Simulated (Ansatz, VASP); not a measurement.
# Si2Mo in two plane-wave programs

Aim: how closely do two programs agree when they are given the same cell, functional and k mesh? The cell is taken from a series of runs on this material, whose earlier steps may have relaxed, scaled, displaced or heated it; both programs get it as it stands.

Main program and level: Ansatz 0.2.0; plane waves, with VASP 6.6.1 beside it; zone-centre phonons at LDA.

## Step 1: Set-up

It takes space group I4/mmm (No. 139, tetragonal). Conventional cell: a = 3.081 Å, b = 3.081 Å, c = 7.595 Å, α = 90.00°, β = 90.00°, γ = 90.00°. Nearest to Si lie 5 Mo at 2.52 to 2.54 Å and 5 Si at 2.52 to 2.53 Å. Nearest to Mo lie 10 Si at 2.52 to 2.54 Å. Farther neighbours are not listed.

## Step 2: Ansatz: zone-centre phonons, LDA

Ansatz runs on its PAW soft_1 files.

Second derivatives magnify differences that forces hide, and they need a tight electronic threshold.

input.yaml

```yaml
crystal:
  lattice:
    - [-1.5405934239, 1.5405934239, 3.797465276]
    - [1.5405934239, -1.5405934239, 3.797465276]
    - [1.5405934239, 1.5405934239, -3.797465276]
  atoms:
    - { symbol: Si, position: [0.3340615509, 0.3340615509, 0.0] }
    - { symbol: Si, position: [0.6659384491, 0.6659384491, 0.0] }
    - { symbol: Mo, position: [0.0, 0.0, 0.0] }
kpoints:
  mp_grid: { grid: [20, 20, 20] }
hamiltonian:
  xc: lda
  pseudopotentials: { kind: paw, azcp: { folder: soft_1 }, xc_functional: pbe }
scf:
  occupations: { method: methfessel_paxton, width: 0.2 }
output:
  eigenvalues: true
phonons:
  method: dfpt
```

Started as:

```console
$ ansatz run input.yaml --threads 4 --pin off --max-ram 10240MiB --backend cpu --events-out ev --progress --plain --runs-dir out
```

Numbers of over 12 decimals in the logs are rounded to 6 here.

Log:

```text
zone centre: on kpoints.mp_grid the ground state, and the responses unless they are solved on pairs of k-points, stand on 1166 of the mesh's 8000 k-points, reduced under 4 symmetry operations, with k and −k counted as one. Each operation leaves every solved displacement unchanged or reverses it
Engine: ansatz 0.2.0, x86_64-unknown-linux-gnu
Pseudopotentials: kind: paw
Pseudopotential: Si, paw, valence charge 4, recommended cutoff 420 eV (normal), soft_1/Si.paw.azcp
Pseudopotential: Mo, paw, valence charge 14, recommended cutoff 420 eV (normal), soft_1/Mo.paw.azcp
Functional definition: SPW92
  exchange = slater_x
  correlation = pw_c
Crystal: 3 atoms, lattice volume = 36.052 Å³
Basis set: ecut = 420 eV, 737 PW (Γ), exchange–correlation on 60×60×60 points (8 copies of the dense FFT grid, shifted against one another)
Bands: 15, of which v1, the nominal top of the filled ones, is band 11 counted from 1 (10 counted from 0)
Symmetry: 16 space group operations
k-points: 1166 of 8000 (irreducible under 4 space group operations, time reversal used)
Non-local potential: Si, projectors of the file, l = 0: 2, l = 1: 2, l = 2: 1
Non-local potential: Mo, projectors of the file, l = 0: 3, l = 1: 2, l = 2: 2, l = 3: 1
PAW form: soft (Blöchl's): semilocal exchange-correlation on the pseudo side does not see the compensation charge
PAW frozen core: Si, regenerated for the run's functional, and the local potential with it (the file was generated under x = pbe(κ = 0.804, μ = 0.219515), c = pbe(β = 0.066725))
PAW frozen core: Mo, regenerated for the run's functional, and the local potential with it (the file was generated under x = pbe(κ = 0.804, μ = 0.219515), c = pbe(β = 0.066725))
PAW one-centre angular grid: Si, 110 points (default); XC on 64 Gauss nodes
PAW one-centre angular grid: Mo, 590 points (default); XC on 64 Gauss nodes
Initial density: superposition of atomic densities (chi_scale 0.1, normalization cell, long waves kept (reshape's long-wave potential 0.00 eV rms))
Initial wavefunctions: pseudopotential atomic-orbital guess
Functional: x = slater, c = lda
SCF iter   1: F=—  HF=-6062.846137 eV  |F-HF|=—  |Δ(HF+E_count)|=         —  Δρ=9.18e-2  dr2=4.23e0  ethr=3.10e-3  ⟨swp⟩=5.6  Hψ=102961  notcnv=0
preconditioner: auto → Kerker (q_TF=auto, 2.513 Å⁻¹)  [metal: Δε(μ)=0.061 eV  Ē_g=8.774 eV  σ=0.200 eV  W_gap=0.25  n_scr=10 (ndim 8)  ℏωp=23.1 eV  f_vac=0.000  D(μ)=0.26/eV (n_scr^D=0)]
SCF iter   2: F=—  HF=-6061.821903 eV  |F-HF|=—  |Δ(HF+E_count)|=    1.02e0  S|Δr|=    0.00e0  Δρ=3.31e-2  dr2=2.87e-1  ethr=3.10e-3  ⟨swp⟩=2.1  Hψ=43240  notcnv=0  defer=2
SCF iter   3: F=—  HF=-6061.760255 eV  |F-HF|=—  |Δ(HF+E_count)|=   6.16e-2  S|Δr|=    0.00e0  Δρ=1.39e-2  dr2=4.66e-2  ethr=1.30e-3  ⟨swp⟩=2.1  Hψ=25953  notcnv=0  defer=2
SCF iter   4: F=—  HF=-6061.750477 eV  |F-HF|=—  |Δ(HF+E_count)|=   9.78e-3  S|Δr|=    0.00e0  Δρ=2.27e-3  dr2=1.82e-3  ethr=2.12e-4  ⟨swp⟩=2.5  Hψ=25554  notcnv=0  defer=2
SCF iter   5: F=—  HF=-6061.749966 eV  |F-HF|=—  |Δ(HF+E_count)|=   5.11e-4  S|Δr|=    0.00e0  Δρ=3.62e-4  dr2=8.64e-5  ethr=8.25e-6  ⟨swp⟩=2.6  Hψ=28809  notcnv=0  defer=2
SCF iter   6: F=—  HF=-6061.749947 eV  |F-HF|=—  |Δ(HF+E_count)|=   1.87e-5  S|Δr|=    0.00e0  Δρ=4.05e-5  dr2=1.08e-6  ethr=3.93e-7  ⟨swp⟩=2.3  Hψ=23708  notcnv=0  defer=2
SCF iter   7: F=—  HF=-6061.749948 eV  |F-HF|=—  |Δ(HF+E_count)|=   1.11e-7  S|Δr|=    0.00e0  Δρ=6.62e-6  dr2=2.17e-8  ethr=4.90e-9  ⟨swp⟩=2.2  Hψ=23190  notcnv=0  defer=2
SCF iter   8: F=—  HF=-6061.749948 eV  |F-HF|=—  |Δ(HF+E_count)|=   2.75e-9  S|Δr|=    0.00e0  Δρ=1.01e-6  dr2=3.09e-10  ethr=9.85e-11  ⟨swp⟩=2.5  Hψ=28513  notcnv=0  defer=2
SCF iter   9: F=-6061.749948 eV  HF=-6061.749948 eV  |F-HF|=9.09e-13  |Δ(HF+E_count)|=  8.28e-11  S|Δr|=    0.00e0  Δρ=1.29e-7  dr2=4.45e-12  ethr=1.00e-12  ⟨swp⟩=4.4  Hψ=87952  notcnv=0
SCF 1 converged in 9 iterations: F = -6061.749948 eV  dr2 = 4.45e-12
  greatest PAW one-centre occupation: 0.998 electrons in one spin orbital (limit 2), on the Mo atom at site 2 (counted from 0), in its partial waves of l = 0
DFPT response loops at Γ: preconditioner auto → Kerker (q_TF=auto, 2.513 Å⁻¹) (partly filled bands, converged f_vac=0.000); β = 1.00, the filter's whole step (`scf.mixing.beta` (0.50) is not read by the response loops under this deck's `scf.mixing.preconditioner`; to damp them name `kerker` or `kerker_dos`, under which they read `scf.mixing.beta`, and type it under 1.00, their step now; both keys bind the ground state too); Broyden in place of MSR1
SCF converged after 9 iterations
Stability not checked: this state was not tested for a lower state beside it, because cold or Methfessel-Paxton smearing, or corrected tetrahedra, fill the levels in a way that the test cannot read (fill_not_monotonic; see scf.lower_state_search)
Free energy (F): -6061.749948 eV
Harris-Foulkes:  -6061.749948 eV  (|F-HF|=9.09e-13)
Internal energy: -6061.750261 eV  (E = F + TS)
E sigma→0 (E₀):  -6061.750026 eV
Entropy (-TS):   0.000313 eV (0.104 meV/atom)
Fermi energy:    17.832845 eV
--- Per-component energies (eV) ---
  E_band       = -9.244383
  E_kinetic    = 524.173019
  E_local      = -1061.958140  (includes V_loc(G=0)·N_el)
  E_nonlocal   = 201.620703
  E_hartree    = 411.333919
  E_xc         = -296.128549
  E_vxc        = -327.074298  (∫ρ·V_xc dr)
  E_paw        = -4071.017286  (= ΣΔE_a)
  E_vpaw       = -168.673653  (= ΣTr[D̂ρ^β])
  E_aug_tail   = 0.000134  (compensation charges beyond the density's cutoff)
  E_ewald      = -1770.415539
  E_core_change = 0.641477  (= ΣΔE_core)
  E_smearing   = 0.000313  (= −TS)
  E_closure    = 0.000000  (closes the sum)
  Σ components = -6061.749948   (vs F -6061.749948, Δ=0.00e0)
--- Band table (eV; the first three rows and the last of 1166) ---
  k-point 0: bands = [... 7 lower, 14.5212, 14.9255, 14.9255, 18.3200, 20.6770, 21.6806, 21.8010, 21.8010]
  k-point 1: bands = [... 7 lower, 14.2656, 14.6837, 15.4461, 17.9737, 20.9327, 21.3771, 21.6983, 21.8477]
  k-point 2: bands = [... 7 lower, 14.0932, 14.3705, 16.0522, 17.1251, 20.9182, 21.4555, 21.6358, 21.9674]
  k-point 1165: bands = [... 7 lower, 15.2785, 17.1634, 17.1634, 17.4238, 17.4238, 18.4846, 22.8719, 23.9328]
--- Phonons (Γ-DFPT): 4 representative perturbations + reference, on 1166 of 8000 k-points (Σ response iterations 12) ---
  k mesh reduced under 4 symmetry operations, with k and −k counted as one. Each operation leaves every solved displacement unchanged or reverses it
  ASR residual: 3.947e-5 → 0.000e0 eV/Å²; symmetrization residual: 1.074e-6 eV/Å²
  ASR residual per site (eV/Å²): 3.95e-5 3.95e-5 3.64e-5
  Γ frequencies (cm⁻¹): 0.00 0.00 0.00 328.46 328.46 376.68 388.92 388.92 490.37
  non-analytic LO–TO correction: not included (Born effective charges unavailable; polar crystals: no LO–TO splitting at Γ)
```

Reading the cycles: dr2 is the Hartree energy of the density residual (eV), the measure of convergence; HF is the Harris–Foulkes estimate of the energy, which meets the free energy F at convergence.

(Continued in part 2 of 2.)

[Lines on the potential files, build, host, timing and source positions are cut from VASP's logs without a mark.]

[Logs are printed without paths, hosts, clocks, repeated set-up lines and the standing remarks that a program may print on its own settings, such as how far it seeks lower states.]

[Hosts, paths, dates, database ids (printed as entryN), source tags and the programs' standing remarks are cut or masked in the printed files.]
